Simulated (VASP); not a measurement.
Output of a VASP run:

OSZICAR:
```
       N       E                     dE             d eps       ncg     rms          rms(c)
DAV:   1    -0.272930823537E+01   -0.27293E+01   -0.75416E+02  1170   0.251E+02
DAV:   2    -0.401714318252E+01   -0.12878E+01   -0.12379E+01  1410   0.251E+01
DAV:   3    -0.402611580325E+01   -0.89726E-02   -0.89736E-02  1400   0.230E+00
DAV:   4    -0.402613632031E+01   -0.20517E-04   -0.20516E-04  1585   0.100E-01
DAV:   5    -0.402613634620E+01   -0.25890E-07   -0.26949E-07  1475   0.275E-03    0.133E+00
DAV:   6    -0.400864938052E+01    0.17487E-01   -0.26970E-03  1410   0.328E-01    0.747E-01
DAV:   7    -0.399721931126E+01    0.11430E-01   -0.71428E-03  1330   0.515E-01    0.160E-01
DAV:   8    -0.399720435653E+01    0.14955E-04   -0.40744E-05  1585   0.611E-02    0.871E-03
DAV:   9    -0.399720369662E+01    0.65992E-06   -0.32612E-07  1390   0.387E-03
   1 F= -.39972037E+01 E0= -.39968936E+01  d E =-.399720E+01
       N       E                     dE             d eps       ncg     rms          rms(c)
DAV:   1    -0.399721550606E+01   -0.11150E-04   -0.17074E-04  1490   0.808E-02    0.107E-02
DAV:   2    -0.399721443405E+01    0.10720E-05   -0.12304E-06  1240   0.962E-03    0.408E-03
DAV:   3    -0.399721367584E+01    0.75821E-06   -0.25871E-07   865   0.303E-03
   2 F= -.39972137E+01 E0= -.39969072E+01  d E =-.997923E-05
```

File OUTCAR:
```
------------------------ aborting loop because EDIFF is reached ----------------------------------------
  FORCE on cell =-STRESS in cart. coord.  units (eV):
  Direction    XX          YY          ZZ          XY          YZ          ZX
  --------------------------------------------------------------------------------------
  Total       -0.0003865     -0.0003865     -0.0003865      0.0000000      0.0000000      0.0000000
  in kB       -0.0372172     -0.0372172     -0.0372172      0.0000000      0.0000000      0.0000000
  external PRESSURE =      -0.0372172 kB  Pullay stress =       0.0000000 kB
  volume of cell :       16.64
      direct lattice vectors                 reciprocal lattice vectors
    -1.608210708  1.608210708  1.608210708     0.000000000  0.310904534  0.310904534
     1.608210708 -1.608210708  1.608210708     0.310904534  0.000000000  0.310904534
     1.608210708  1.608210708 -1.608210708     0.310904534  0.310904534  0.000000000
 POSITION                                       TOTAL-FORCE (eV/Angst)
 -----------------------------------------------------------------------------------
     -1.60821      1.60821      1.60821         0.000000      0.000000      0.000000
 -----------------------------------------------------------------------------------
    total drift:                               -0.000000     -0.000000      0.000000
  FREE ENERGIE OF THE ION-ELECTRON SYSTEM (eV)
  ---------------------------------------------------
  free  energy   TOTEN  =        -3.9972136758 eV

  energy  without entropy=       -3.9962941366  energy(sigma->0) =       -3.99690716

 reached required accuracy - stopping structural energy minimisation
```
(Selected blocks of OUTCAR.)

**POSCAR**
```
Al
1
   -1.6072440000     1.6072440000     1.6072440000
    1.6072440000    -1.6072440000     1.6072440000
    1.6072440000     1.6072440000    -1.6072440000
Al
1
Direct
  0.0000000000   0.0000000000   0.0000000000
```

Question: Write an INCAR and KPOINTS that could have produced this output.

Answer: This is not unique; one that fits is the input of the run itself, PBEsol GGA, plane waves, VASP's PBE PAW potentials (set 64).

KPOINTS:
```
Automatic
0
G
  14 14 14
0 0 0
```

INCAR:
```
ALGO  =  Normal
EDIFF  =  1E-6
EDIFFG  =  -0.01
ENCUT  =  400
GGA  =  PS
IBRION  =  2
ISIF  =  3
ISMEAR  =  1
LASPH  =  .TRUE.
LCHARG  =  .FALSE.
LREAL  =  .FALSE.
LWAVE  =  .FALSE.
NELM  =  100
NSW  =  60
PREC  =  Accurate
SIGMA  =  0.1
SYSTEM  =  Al
```

POTCAR, in this order: Al (PBE.64 set). Program: vasp_std.

The structure was generated: Al was put into the bcc type (Im-3m), which need not be its known phase. This run relaxes it. Symmetry was kept, so distortions that lower it aren't found.
